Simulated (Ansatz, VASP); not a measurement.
## Ru (linear Ru chain): VASP beside Ansatz

One calculation is typed for both programs; each brings its own data sets. How far apart do they land? The cell is taken from a series of runs on this material, whose earlier steps may have relaxed, scaled, displaced or heated it; both programs get it as it stands.

Main program and level: Ansatz 0.2.0; plane waves, with VASP 6.6.1 beside it; LDA.

## (1) The starting structure

The cell holds 1 atom: 1 Ru. Cell: a = 7.500 Å, b = 7.500 Å, c = 2.566 Å, α = 90.0°, β = 90.0°, γ = 90.0°. Vacuum lies along a and b. The structure's axis is c.

## (2) Ansatz: single point, LDA

Ansatz runs on its default PAW (the set named soft_2) files.

A single point takes one fixed geometry, so differences don't come from the geometry; what else differs is listed under the comparison.

input.yaml reads:

```yaml
crystal:
  lattice:
    - [7.5, 0.0, 0.0]
    - [0.0, 7.5, 0.0]
    - [0.0, 0.0, 2.5661674038]
  atoms:
    - { symbol: Ru, position: [0.5, 0.5, 0.0], spin: 2.0 }
magnetization:
  spin_polarized: true
kpoints:
  mp_grid: { grid: [1, 1, 32] }
scf:
  occupations: { method: fermi_dirac, width: 0.05 }
hamiltonian:
  xc: lda
output:
  transmission:
    e_range: [-2, 2]
    de: 0.035
    kmesh: [1, 1]
    reduced_basis: true
    leads: [[0, 0]]
  stress: true
```

On the command line:

```sh
$ ansatz run input.yaml --threads 4 --pin off --max-ram 8192MiB --backend cpu --events-out ev --progress --plain --runs-dir out
```

Numbers of over 12 decimals in the logs are rounded to 6 here.

Output:

```text
Engine: ansatz 0.2.0, aarch64-unknown-linux-gnu
Pseudopotentials: kind: paw
Pseudopotential: Ru, paw, valence charge 16, recommended cutoff 420 eV (normal), Ru.paw.azcp
Functional definition: SPW92
  exchange = slater_x
  correlation = pw_c
Crystal: 1 atoms, lattice volume = 144.347 Å³
Basis set: ecut = 420 eV, 2849 PW (Γ)
Bands: 13, of which v1, the nominal top of the filled ones, is band 8 counted from 1 (7 counted from 0)
Symmetry: 16 space group operations
Space group: P4/mmm (ITA 123), of the structure as read, at distance tolerance 5.2e-5 Å
Magnetic group: BNS 123.339 (UNI 999), of the structure as read, at distance tolerance 5.2e-5 Å
k-points: 17 of 32
Non-local potential: Ru, projectors of the file, l = 0: 3, l = 1: 2, l = 2: 2, l = 3: 1
PAW form: soft (Blöchl's): semilocal exchange-correlation on the pseudo side does not see the compensation charge
PAW frozen core: Ru, regenerated for the run's functional, and the local potential with it (the file was generated under x = pbe(κ = 0.804, μ = 0.219515), c = pbe(β = 0.066725))
PAW one-centre angular grid: Ru, 590 points (default); XC on 64 Gauss nodes
Initial density: superposition of atomic densities (neutral atoms: chi_scale 0, normalization atom)
Starting moments: Σ|m| = 2 μB on 1 of 1 site
Initial wavefunctions: pseudopotential atomic-orbital guess
Functional: x = slater, c = lda
iter 1 solved again at ethr=2.77e-3 eV; its pass at ethr=3.10e-3 eV (dr2=4.43e-1 eV) is discarded
SCF iter   1: F=—  HF=-5752.742886 eV  |F-HF|=—  |Δ(HF+E_count)|=         —  Δρ=1.64e-2 (↑1.64e-2 ↓1.16e-2)  dr2=4.50e-1  dr2_m=1.57e-1  M=1.752 μB ∫|m|=1.752 μB  β_m=0.30  ethr=2.77e-3  ⟨swp⟩=1.0  Hψ=3012  notcnv=0
Mixer restart at iter 1: flushing history
preconditioner: auto → LDOS  [metal: Δε(μ)=0.037 eV  Ē_g=5.177 eV  σ=0.050 eV  W_gap=0.18  n_scr=20 (ndim 8)  ℏωp=8.7 eV  f_vac=0.663  D(μ)=3.01/eV (n_scr^D=20)]
spin=Collinear: LDOS preconditioning applied to the charge; magnetization (m = ρ↑ − ρ↓) channel mixes plain (no charge-response kernel on spin).
SCF iter   2: F=—  HF=-5752.579319 eV  |F-HF|=—  |Δ(HF+E_count)|=   1.64e-1  Δρ=1.06e-2 (↑1.06e-2 ↓7.35e-3)  dr2=1.42e-1  dr2_m=7.20e-2  M=1.740 μB ∫|m|=1.740 μB  β_m=0.53  ethr=2.77e-3  ⟨swp⟩=1.5  Hψ=484  notcnv=0
SCF iter   3: F=—  HF=-5752.528344 eV  |F-HF|=—  |Δ(HF+E_count)|=   5.10e-2  Δρ=1.98e-3 (↑1.98e-3 ↓1.57e-3)  dr2=2.69e-3  dr2_m=3.05e-3  M=1.716 μB ∫|m|=1.716 μB  β_m=0.71  ethr=8.89e-4  ⟨swp⟩=2.0  Hψ=791  notcnv=0
SCF iter   4: F=—  HF=-5752.530492 eV  |F-HF|=—  |Δ(HF+E_count)|=   2.15e-3  Δρ=3.07e-4 (↑3.01e-4 ↓3.07e-4)  dr2=3.87e-4  dr2_m=2.63e-5  M=1.714 μB ∫|m|=1.714 μB  β_m=0.74  ethr=1.68e-5  ⟨swp⟩=2.0  Hψ=937  notcnv=0
SCF iter   5: F=—  HF=-5752.530435 eV  |F-HF|=—  |Δ(HF+E_count)|=   5.67e-5  Δρ=9.84e-5 (↑7.75e-5 ↓9.84e-5)  dr2=3.78e-5  dr2_m=2.59e-6  M=1.712 μB ∫|m|=1.712 μB  β_m=0.83  ethr=2.42e-6  ⟨swp⟩=2.6  Hψ=822  notcnv=0
SCF iter   6: F=—  HF=-5752.530434 eV  |F-HF|=—  |Δ(HF+E_count)|=   9.97e-7  Δρ=1.69e-5 (↑1.69e-5 ↓1.08e-5)  dr2=1.27e-6  dr2_m=6.14e-8  M=1.712 μB ∫|m|=1.712 μB  β_m=0.91  ethr=2.37e-7  ⟨swp⟩=2.3  Hψ=613  notcnv=0
SCF iter   7: F=—  HF=-5752.530435 eV  |F-HF|=—  |Δ(HF+E_count)|=   4.12e-7  Δρ=5.22e-6 (↑5.22e-6 ↓2.95e-6)  dr2=5.37e-8  dr2_m=1.89e-8  M=1.713 μB ∫|m|=1.713 μB  β_m=0.96  ethr=7.91e-9  ⟨swp⟩=1.3  Hψ=484  notcnv=0
SCF iter   8: F=-5752.530435 eV  HF=-5752.530435 eV  |F-HF|=1.38e-9  |Δ(HF+E_count)|=   2.65e-9  Δρ=1.12e-6 (↑9.34e-7 ↓1.12e-6)  dr2=2.35e-9  dr2_m=5.04e-10  M=1.713 μB ∫|m|=1.713 μB  ethr=3.36e-10  ⟨swp⟩=2.5  Hψ=1512  notcnv=0
SCF 1 converged in 8 iterations: F = -5752.530435 eV  dr2 = 2.35e-9
  greatest PAW one-centre occupation: 1.001 electrons in one spin orbital (limit 2), on the Ru atom at site 0 (counted from 0), in its partial waves of l = 0
transmission: 8 of 48 steps passed
transmission: 12 of 48 steps passed
[...]
transmission: 48 of 48 steps passed
SCF converged after 8 iterations
Magnetization: 1.7127 μB (8.8564 up, 7.1436 down)
Absolute magnetization: 1.7129 μB (∫|ρ↑−ρ↓|)
Spin contamination: 0.0038 ħ² per cell (⟨S²⟩ above its minimum at these occupations)
Per-site moments (μB) at R_I (Å): [(1.337310, 1.058544)]
Free energy (F): -5752.530435 eV
Harris-Foulkes:  -5752.530435 eV  (|F-HF|=1.38e-9)
Internal energy: -5752.502601 eV  (E = F + TS)
E sigma→0 (E₀):  -5752.516518 eV
Entropy (-TS):   -0.027833 eV (-27.833 meV/atom)
Fermi energy:    -2.585254 eV
--- Per-component energies (eV) ---
  E_band       = -446.944323
  E_kinetic    = 509.959661
  E_local      = -4312.510318  (includes V_loc(G=0)·N_el)
  E_nonlocal   = 354.550160
  E_hartree    = 1729.483282
  E_xc         = -182.365575
  E_vxc        = -229.551181  (∫ρ·V_xc dr)
  E_paw        = -3343.704976  (= ΣΔE_a)
  E_vpaw       = -228.360297  (= ΣTr[D̂ρ^β])
  E_aug_tail   = -0.000229  (compensation charges beyond the density's cutoff)
  E_ewald      = -508.486291
  E_core_change = 0.571685  (= ΣΔE_core)
  E_smearing   = -0.027833  (= −TS)
  E_closure    = 0.000000  (closes the sum)
  Σ components = -5752.530435   (vs F -5752.530435, Δ=0.00e0)
--- Stress (GPa, compression-positive) ---
       -0.177852       0.000000       0.000000
        0.000000      -0.177852       0.000000
        0.000000       0.000000      -9.450796
  P = ⅓ Tr σ = -3.2688 GPa (-32.688 kbar)
--- Band table (eV; the first three rows and the last of 34) ---
  k-point 0 ↑: bands = [... 4 lower, -6.6985, -4.0524, -4.0487, -3.7161, -1.9293, -1.9293, 0.2653, 0.2653, ... 1 higher]
  k-point 1 ↑: bands = [... 4 lower, -6.6531, -4.0458, -4.0421, -3.6999, -1.9975, -1.9975, 0.3287, 0.3287, ... 1 higher]
  k-point 2 ↑: bands = [... 4 lower, -6.5177, -4.0261, -4.0226, -3.6516, -2.1821, -2.1821, 0.5003, 0.5003, ... 1 higher]
  k-point 16 ↓: bands = [... 4 lower, -4.5722, -4.5722, -2.1056, -2.1013, -1.3066, 1.9699, 5.3258, 6.3452, ... 1 higher]
--- Transmission ---
  basis      : 497 plane waves across, 4 finite elements along
  points     : 1, standing for a mesh of 1 x 1
  filling    : by the input's occupations and mesh, since the crystals that have channels conduct as metals do. If one of these is a semiconductor, that mesh has misplaced its level
  energies   : 115 from -2.000000 to 1.990000 eV about the Fermi level, 0.035000 eV apart; the leads are filled to 0.000000 eV, and channels, transmission and decay are at -0.005000 eV
  crystal 0  : Ru1, at the sites [0, 0], period 2.5662 Å: whole cells are its period
    offset         : up to 0.0000 Å between an atom of the period and one for which it stands
    filled         : 1.3 meV under the level at which it is neutral
    channels       : 4.000000e0 up, 6.000000e0 down
    conductance    : 6.8872e14 S/m² at 300 K; may be off by some 0.0 % by where its bands' edges are placed, 0.0 % from the distance to neutral
```

The column dr2 measures how far the density is from self-consistency, as an energy; F and HF (Harris–Foulkes) agree once it is small.

## (3) VASP: single point, LDA

The same cell, functional (in two slightly different forms), mesh and smearing now go to VASP, with its own data sets.

Lines of VASP's logs that name or quote its potential files are left out, and so is its time.

INCAR reads:

```
SYSTEM = Ru
PREC = Accurate
ENCUT = 500
EDIFF = 1E-06
NELM = 200
ISMEAR = -1
SIGMA = 0.05
LREAL = .FALSE.
ALGO = Normal
GGA = PW92
NBANDS = 14
ISPIN = 2
MAGMOM = 1.34
LASPH = .TRUE.
LMAXMIX = 4
LORBIT = 11
LWAVE = .FALSE.
LCHARG = .FALSE.
ISIF = 2
GGA_COMPAT = .FALSE.
```

POSCAR reads:

```
Ru
1.0
    7.5000000000      0.0000000000      0.0000000000
    0.0000000000      7.5000000000      0.0000000000
    0.0000000000      0.0000000000      2.5661674038
Ru
1
Direct
    0.5000000000      0.5000000000      0.0000000000
```

KPOINTS reads:

```
Automatic mesh
0
Gamma
1 1 32
0 0 0
```

The projector-augmented-wave data sets are Ru_pv (LDA family, release 64).

On the command line:

```sh
$ mpirun -np 1 vasp_std
```

Output:

```text
[banner, memory and clock lines left out]
running    1 mpi-ranks, on    1 nodes
 distrk:  each k-point on    1 cores,    1 groups
 distr:  one band on    1 cores,    1 groups

 POSCAR found type information on POSCAR Ru
 POSCAR found :  1 types and       1 ions
|                                                                             |
|               ----> ADVICE to this user running VASP <----                  |
|                                                                             |
|     You enforced a specific xc type in the INCAR file but a different       |
|     [... a line on the potential file left out ...]
|     I HOPE YOU KNOW WHAT YOU ARE DOING!                                     |
|                                                                             |

 LDA part: xc-table for (Slater(with rela. corr.)+PW92), standard interpolation
 POSCAR, INCAR and KPOINTS ok, starting setup
 FFT: planning ... GRIDC
 FFT: planning ... GRID_SOFT
 FFT: planning ... GRID
 WAVECAR not read
 entering main loop
       N       E                     dE             d eps       ncg     rms          rms(c)
DAV:   1     0.521216019619E+02    0.52122E+02   -0.71605E+03  1264   0.689E+02
DAV:   2    -0.327149931184E+01   -0.55393E+02   -0.50391E+02  1096   0.167E+02
DAV:   3    -0.496980761638E+01   -0.16983E+01   -0.15983E+01  1066   0.251E+01
DAV:   4    -0.499471388732E+01   -0.24906E-01   -0.24846E-01  1366   0.277E+00
DAV:   5    -0.499510785655E+01   -0.39397E-03   -0.39390E-03  1274   0.297E-01    0.385E+00
DAV:   6    -0.496505036726E+01    0.30057E-01   -0.41223E-01  1060   0.498E+00    0.163E+00
DAV:   7    -0.495538371032E+01    0.96667E-02   -0.21901E-02  1096   0.110E+00    0.848E-01
DAV:   8    -0.495253829947E+01    0.28454E-02   -0.65900E-03   998   0.591E-01    0.372E-01
DAV:   9    -0.495280213461E+01   -0.26384E-03   -0.88191E-04  1142   0.213E-01    0.782E-02
DAV:  10    -0.495291490549E+01   -0.11277E-03   -0.63648E-05  1120   0.440E-02    0.407E-02
DAV:  11    -0.495297682590E+01   -0.61920E-04   -0.17220E-05  1056   0.289E-02    0.229E-02
DAV:  12    -0.495301103958E+01   -0.34214E-04   -0.62910E-06  1080   0.145E-02    0.102E-02
DAV:  13    -0.495303632303E+01   -0.25283E-04   -0.38711E-06  1016   0.963E-03    0.589E-03
DAV:  14    -0.495305361912E+01   -0.17296E-04   -0.17110E-06   782   0.451E-03    0.417E-03
DAV:  15    -0.495307139534E+01   -0.17776E-04   -0.28799E-06   896   0.530E-03    0.182E-03
DAV:  16    -0.495307711561E+01   -0.57203E-05   -0.10335E-06   776   0.334E-03    0.111E-03
DAV:  17    -0.495307821203E+01   -0.10964E-05   -0.12984E-07   764   0.902E-04    0.528E-04
DAV:  18    -0.495307889706E+01   -0.68503E-06   -0.13876E-07   680   0.760E-04
   1 F= -.49530789E+01 E0= -.49391946E+01  d E =-.277685E-01  mag=     1.6994
```

Parts of OUTCAR (step 3):

```text
ion  position               nearest neighbor table
   1  0.500  0.500  0.000-

  LATTYP: Found a simple tetragonal cell.
 ALAT       =     7.5000000000
 C/A-ratio  =     0.3421556538

 Subroutine GETGRP returns: Found 16 space group operations
 (whereof 16 operations were pure point group operations)

The static configuration has the point symmetry D_4h.

 Found     17 irreducible k-points:

   k-points           NKPTS =     17   k-points in BZ     NKDIM =     17   number of bands    NBANDS=     14

   dimension x,y,z NGX =    56 NGY =   56 NGZ =   20
   dimension x,y,z NGXF=   112 NGYF=  112 NGZF=   40

   ENCUT  =  500.0 eV  36.75 Ry    6.06 a.u.  13.67 13.67  4.68*2*pi/ulx,y,z

   NELECT =      14.0000    total number of electrons

 k-points in reciprocal lattice and weights: Automatic mesh
   0.00000000  0.00000000  0.00000000       0.031
   0.00000000  0.00000000  0.03125000       0.062
   0.00000000  0.00000000  0.06250000       0.062
   0.00000000  0.00000000  0.09375000       0.062
   0.00000000  0.00000000  0.12500000       0.062
   0.00000000  0.00000000  0.15625000       0.062
   0.00000000  0.00000000  0.18750000       0.062
   0.00000000  0.00000000  0.21875000       0.062
   0.00000000  0.00000000  0.25000000       0.062
[...]
0.00000000  0.00000000  0.46875000       0.062
   0.00000000  0.00000000  0.50000000       0.031

 average (electrostatic) potential at core
       1 -82.7995

 E-fermi :  -3.5729

 spin component 1
 k-point     1 :       0.0000    0.0000    0.0000
  band No.  band energies     occupation
    ...
      3     -45.5549      1.00000
      4      -7.6826      1.00000
      5      -5.0310      1.00000
      6      -5.0271      1.00000
      7      -4.6900      1.00000
      8      -2.9162      0.00000
      9      -2.9162      0.00000
     10      -0.7190      0.00000
     11      -0.7190      0.00000
     12       1.2813      0.00000
    ...

 k-point     2 :       0.0000    0.0000    0.0312
  band No.  band energies     occupation
    ...
      3     -45.5633      1.00000
      4      -7.6372      1.00000
      5      -5.0243      1.00000
      6      -5.0205      1.00000
      7      -4.6738      1.00000
      8      -2.9845      0.00001
      9      -2.9845      0.00001
     10      -0.6557      0.00000
     11      -0.6557      0.00000
     12       1.3024      0.00000
    ...

 k-point     3 :       0.0000    0.0000    0.0625
  band No.  band energies     occupation
    ...
      3     -45.5879      1.00000
      4      -7.5019      1.00000
      5      -5.0046      1.00000
      6      -5.0010      1.00000
      7      -4.6253      1.00000
      8      -3.1689      0.00031
      9      -3.1689      0.00031
     10      -0.4844      0.00000
     11      -0.4844      0.00000
     12       1.3658      0.00000
    ...

 k-point     4 :       0.0000    0.0000    0.0938
  band No.  band energies     occupation
    ...
      3     -45.6278      1.00000
      4      -7.2795      1.00000
      5      -4.9723      1.00000
      6      -4.9691      1.00000
      7      -4.5443      1.00000
      8      -3.4294      0.05364
      9      -3.4294      0.05364
     10      -0.2403      0.00000
     11      -0.2403      0.00000
     12       1.4714      0.00000
    ...

 k-point     5 :       0.0000    0.0000    0.1250
  band No.  band energies     occupation
    ...
      5      -4.9286      1.00000
      6      -4.9258      1.00000
      7      -4.4305      1.00000
      8      -3.7320      0.96015
      9      -3.7320      0.96015
     10       0.0502      0.00000
     11       0.0502      0.00000
     12       1.6194      0.00000
     13       2.6194      0.00000
     14       4.6312      0.00000

 k-point     6 :       0.0000    0.0000    0.1562
  band No.  band energies     occupation
    ...
      5      -4.8748      1.00000
      6      -4.8726      1.00000
      7      -4.2826      1.00000
      8      -4.0537      0.99993
      9      -4.0537      0.99993
     10       0.3730      0.00000
     11       0.3730      0.00000
     12       1.8098      0.00000
     13       2.8052      0.00000
     14       4.8531      0.00000

  Total       -0.1692521     -0.1692521     -8.4822163      0.0000000      0.0000000      0.0000000
  in kB       -1.8786122     -1.8786122    -94.1482853      0.0000000      0.0000000      0.0000000
  external PRESSURE =     -32.6351699 kB  Pullay stress =       0.0000000 kB

  energy-cutoff  :      500.00
  volume of cell :      144.35
      direct lattice vectors                 reciprocal lattice vectors
     7.500000000  0.000000000  0.000000000     0.133333333  0.000000000  0.000000000
     0.000000000  7.500000000  0.000000000     0.000000000  0.133333333  0.000000000
     0.000000000  0.000000000  2.566167404     0.000000000  0.000000000  0.389686191

 POSITION                                       TOTAL-FORCE (eV/Angst)
 -----------------------------------------------------------------------------------
      3.75000      3.75000      0.00000         0.000000      0.000000      0.000000
 -----------------------------------------------------------------------------------
    total drift:                                0.000000      0.000000      0.000000

  FREE ENERGIE OF THE ION-ELECTRON SYSTEM (eV)
  ---------------------------------------------------
  free  energy   TOTEN  =        -4.9530788971 eV

  energy  without entropy=       -4.9253103839  energy(sigma->0) =       -4.93919464

 total charge
# of ion       s       p       d       tot
------------------------------------------
    1        0.308   6.024   5.968  12.300

 magnetization (x)
# of ion       s       p       d       tot
------------------------------------------
    1        0.049   0.009   1.395   1.453

[... 6 further parts left out ...]
```

## (4) Comparison

Known differences besides the potentials themselves: VASP starts from the moments at which Ansatz ended; the data sets hold 16 valence electrons in Ansatz (on its default PAW (the set named soft_2) files) and 14 in VASP; the cutoff is 420 eV in Ansatz and 500 eV in VASP; VASP's log shows a relativistic correction to its local exchange, Ansatz's none; site moments are counted in spheres of each program's own size. Total energies have different zeros and are not compared.

The two programs side by side:

```
          quantity  Ansatz   VASP  difference
    pressure (GPa)   -3.27  -3.26       -0.01
 total moment (μB)    1.71   1.70       +0.01
moment on Ru1 (μB)    1.34   1.45       -0.12
```

## (5) Results

| Quantity | Value |
| --- | --- |
| difference in total moment (single point, LDA) | 0.013 μB |

**Reading.** The difference in total moment is 0.013 μB (single point, LDA). The data sets hold unlike numbers of valence electrons (16 in Ansatz and 14 in VASP), so part of the differences may come from the potentials. How closely two codes agree says nothing of how well the functional describes the real material.

[Lines on the potential files, build, host, timing and source positions are cut from VASP's logs without a mark.]

[Logs are printed without paths, hosts, clocks, repeated set-up lines and the standing remarks that a program may print on its own settings, such as how far it seeks lower states.]

[Hosts, paths, dates, database ids (printed as entryN), source tags and the programs' standing remarks are cut or masked in the printed files.]
